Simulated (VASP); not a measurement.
Input:

```
CELL_PARAMETERS angstrom
      3.03705     0.00000     0.00000
      0.00000     3.03705     0.00000
      0.00000     0.00000    27.76401
ATOMIC_POSITIONS crystal
  Ti 0.00000 0.50000 0.30663
  Ti 0.50000 0.00000 0.38398
  Ti 0.00000 0.50000 0.46132
  Ti 0.50000 0.00000 0.53868
  Ti 0.00000 0.50000 0.61602
  Ti 0.50000 0.00000 0.69337
  C  0.00000 0.50000 0.38398
  C  0.50000 0.00000 0.30663
  C  0.00000 0.50000 0.53868
  C  0.50000 0.00000 0.46132
  C  0.00000 0.50000 0.69337
  C  0.50000 0.00000 0.61602
```

The numbers are results of PBEsol GGA, VASP's PBE PAW potentials (set 64) (plane waves; VASP 6.6.1), not measurements. Run with PREC = Normal, EDIFF = 1E-5, 450 eV cut-off, 9×9×1 Γ-centred mesh, first-order Methfessel-Paxton smearing of 0.10 eV, potentials Ti_sv C.

### Question
The ions are relaxed. Give the cell that the relaxation ends in.

### Answer

```
CELL_PARAMETERS angstrom
      3.03705     0.00000     0.00000
      0.00000     3.03705     0.00000
      0.00000     0.00000    27.76401
ATOMIC_POSITIONS crystal
  Ti 0.00000 0.50000 0.30910
  Ti 0.50000 0.00000 0.38459
  Ti 0.00000 0.50000 0.46141
  Ti 0.50000 0.00000 0.53859
  Ti 0.00000 0.50000 0.61541
  Ti 0.50000 0.00000 0.69090
  C  0.00000 0.50000 0.38344
  C  0.50000 0.00000 0.30478
  C  0.00000 0.50000 0.53918
  C  0.50000 0.00000 0.46082
  C  0.00000 0.50000 0.69522
  C  0.50000 0.00000 0.61656
```

### Question
How much energy does the relaxation gain?

### Answer
The energy (σ→0) changes by -13.7 meV/atom, in 6 ionic steps.

The cell is a thin slab with vacuum, built from TiC (rock salt): (100) face.
